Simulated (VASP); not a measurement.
VASP runs on CsBr (space group Pm-3m) share one base input (revPBE GGA, plane waves, VASP's PBE PAW potentials (set 64)) and change the settings named in each case.

File POSCAR:
```
CsBr
1
    4.3256200000     0.0000000000     0.0000000000
    0.0000000000     4.3256200000     0.0000000000
    0.0000000000     0.0000000000     4.3256200000
Cs Br
1 1
Direct
  0.0000000000   0.0000000000   0.0000000000
  0.5000000000   0.5000000000   0.5000000000
```

INCAR:
```
# general
SYSTEM  = CsBr
PREC    = Accurate
ENCUT   = 300
LREAL   = F
LASPH   = T

# electronic loop
EDIFF   = 1E-6
NELM    = 100
ALGO    = Normal
LMAXMIX = 4

# smearing
ISMEAR  = 0
SIGMA   = 0.01

# functional
GGA     = RE

# ions
ISIF    = 2

# output
LWAVE   = F
LCHARG  = F
```

File KPOINTS:
```
Automatic mesh
0
Gamma
6 6 6
0 0 0
```

POTCAR, in this order: Cs_sv Br (PBE.64 set). Program: vasp_std.

| change | E(σ→0) (eV/atom) | pressure (GPa) | gap on the mesh (eV) |
|---|---|---|---|
| base run | -2.8017 | 1.79 | 4.64 |
| GGA removed, POTCAR Cs_sv Br (LDA.64 set) | -3.3642 | -1.96 | 4.03 |
| GGA = PE | -3.0085 | 0.61 | 4.41 |
| GGA = PS | -3.1685 | -0.78 | 4.22 |
| GGA = RP | -2.7847 | 2.14 | 4.71 |
| GGA removed, LMIXTAU = .TRUE., METAGGA = R2SCAN | -21.1580 | -0.04 | 5.17 |
| GGA = 91 | -3.0392 | ? | ? |
| AEXX = 0.25, GGA = PE, HFSCREEN = 0.2, ISYM = 3, LHFCALC = .TRUE., PRECFOCK = Fast | -3.5075 | 0.28 | 5.60 |
| AEXX = 0.25, GGA = PE, HFRCUT = -1, ISYM = 3, LHFCALC = .TRUE., PRECFOCK = Fast | -3.7528 | 0.21 | 6.28 |

**Question.** What belongs in the gaps?

**Answer.** 
- GGA = 91, pressure (GPa): 0.49
- GGA = 91, gap on the mesh (eV): 4.42

Energies of different potentials or functionals have different zeros.  Unless said otherwise, spin-orbit coupling is left out, though it shifts the bands of the heavy elements here. At 300 eV the pressure can carry a Pulay error.

Left out are runs that ran out of time, are held back, or changed the cell or the kind of run, fixed moments of cells without a moment, rows past the twelfth, gaps on odd meshes, pressures of charged cells and columns that move by less than the noise.

The structure comes from a computed database's CsBr entry; how it stands against other phases isn't given here. The cell was not relaxed at this level.
